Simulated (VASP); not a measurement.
Given:

```xyz
2
Lattice="0.0000 2.2982 2.2982 2.2982 0.0000 2.2982 2.2982 2.2982 0.0000" Properties=species:S:1:pos:R:3 pbc="T T T"
Zr     0.0000     0.0000     0.0000
N      2.2982     2.2982     2.2982
```

The numbers are results of optB88-vdW, VASP's PBE PAW potentials (set 64) (plane waves; VASP), not measurements. Numerical set-up: 520 eV cut-off, 15×15×15 Γ-centred mesh, tetrahedra with Blöchl corrections, potentials Zr_sv N.

Q: What does the run give for the energy per atom (σ→0), band gap (on the k-mesh) with the smallest direct gap where there is one?

A: 
| Quantity | Result |
|---|---|
| band gap (on the k-mesh) | none (metal, semimetal or under 0.01 eV) |
| energy per atom (σ→0) | -8.254 eV/atom |

The compound is ZrN in the rock salt structure. It was relaxed first. The electron count is odd and the run is not spin-polarised, which forces a metal.
